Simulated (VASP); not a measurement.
BN: band gap against strain

BN (zinc blende, F-43m, 5.869 Å³/atom and stress up to 0.28 GPa in the relaxed cell, cube axes along x, y and z) under an equal strain ε along all three axes. PBEsol in VASP (plane waves, PAW), 600 eV, 14×14×14 Γ-centred mesh, Gaussian smearing 0.05 eV; ions are relaxed, or left where forces stay under 0.02 eV/Å, within the symmetry of each cell. Gaps are the smallest on the run's k-mesh, which can miss an edge that lies off it, without spin-orbit coupling; in all rows the valence edge lies at Γ and the conduction edge at about 1.7 Å⁻¹ from Γ.

Here s stands for strain and Eg for gap.

```
strain (%)  gap (eV)
----------  --------
-3.00              ?
-1.50           4.33
-1.00           4.31
-0.50           4.30
0.00            4.28
0.50            4.27
1.00            4.25
1.50            4.24
```

Taking a straight line for Eg over the 7 complete rows: Means: s 0, Eg 4.283. About the means, the sum of products is -0.21000 and the sum of squares of s is 7.0000; the slope is their ratio. Least squares gives Eg = 4.283 - 0.0300·s. Residuals (row less fit): 0.002, -0.003, 0.002, -0.003, 0.002, -0.003, 0.002; standard error 0.003 (degrees of freedom: 5). Over these rows the gap moves by -3.0 ± 0.1 eV per unit strain, or -1.0 eV per unit of ln V.

Predict the withheld Eg at s = -3.00 from the fit, and compare with the calculation.

Eg = 4.283 - 0.0300 × (-3.0) = 4.373 eV. The calculation gives 4.37 eV, which the fit meets to the printed digits. The row lies outside the fitted rows, so this is an extrapolation. The scatter of the fitted rows lies at the last printed digit.

Other structures, which can take over under pressure, weren't tried. Rows are the converged runs of the series near zero and its far end; series whose fitted rows scatter by over a few per cent of the range, as at a crossing or softening among them, aren't shown in this form, nor equations of state whose B0' disagrees with the runs' pressures. Most that stay on the fit to the last digits aren't either.
